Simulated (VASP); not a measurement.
```yaml
crystal:
  lattice:
    - [5.68787, 0.00000, 0.00000]
    - [-2.84393, 4.92584, 0.00000]
    - [0.00000, 0.00000, 5.59886]
  atoms:
    - { symbol: Pb, position: [0.33333, 0.66667, 0.75000] }
    - { symbol: Pb, position: [0.66667, 0.33333, 0.25000] }
    - { symbol: Zr, position: [0.00000, 0.00000, 0.00000] }
    - { symbol: Zr, position: [0.00000, 0.00000, 0.50000] }
    - { symbol: O, position: [0.15891, 0.31781, 0.25000] }
    - { symbol: O, position: [0.68219, 0.84109, 0.25000] }
    - { symbol: O, position: [0.15891, 0.84109, 0.25000] }
    - { symbol: O, position: [0.84109, 0.68219, 0.75000] }
    - { symbol: O, position: [0.31781, 0.15891, 0.75000] }
    - { symbol: O, position: [0.84109, 0.15891, 0.75000] }
```

All values below come from r2SCAN meta-GGA, VASP's PBE PAW potentials (set 64) (plane waves; VASP). Settings: 520 eV cut-off, 5×5×5 Γ-centred mesh, tetrahedra with Blöchl corrections, potentials Pb_d Zr_sv O.

Unless said otherwise, spin-orbit coupling is left out, though it shifts the bands of the heavy elements here.

Question: Give the energies of bands 35 to 48 at the high-symmetry points, in eV from the valence-band maximum.

Answer: 
| band | Γ | M | K | A | L | H |
|---|---|---|---|---|---|---|
| 35 | -1.50 | -1.56 | -1.64 | -2.46 | -1.82 | -1.93 |
| 36 | -1.17 | -1.54 | -1.64 | -2.46 | -1.82 | -1.93 |
| 37 | -1.17 | -1.30 | -1.40 | -1.78 | -1.28 | -1.05 |
| 38 | -1.15 | -1.21 | -0.97 | -1.78 | -1.28 | -1.05 |
| 39 | -1.15 | -1.09 | -0.97 | -0.28 | -0.97 | -0.91 |
| 40 | -0.75 | -0.60 | -0.83 | -0.28 | -0.97 | -0.91 |
| 41 | -0.51 | -0.49 | -0.47 | -0.03 | -0.65 | -0.75 |
| 42 | -0.05 | -0.36 | -0.45 | -0.03 | -0.65 | -0.75 |
| 43 | -0.05 | -0.19 | -0.33 | -0.03 | -0.04 | -0.33 |
| 44 | -0.04 | -0.05 | -0.33 | -0.03 | -0.04 | -0.33 |
| 45 | 3.63 | 2.74 | 2.87 | 4.00 | 3.06 | 2.98 |
| 46 | 4.01 | 3.33 | 3.60 | 4.00 | 3.06 | 2.98 |
| 47 | 4.74 | 4.08 | 3.60 | 5.44 | 4.23 | 4.31 |
| 48 | 4.84 | 4.27 | 4.72 | 5.44 | 4.23 | 4.31 |

The gap is indirect, 2.74 eV, from the valence maximum at (0.00, 0.00, 0.40) to the conduction minimum at M.

The structure was generated: ZrPbO3 was put into the 2H-BaNiO3 type (P6_3/mmc), which need not be its known phase. It was relaxed first, which changed the volume by -9 %.
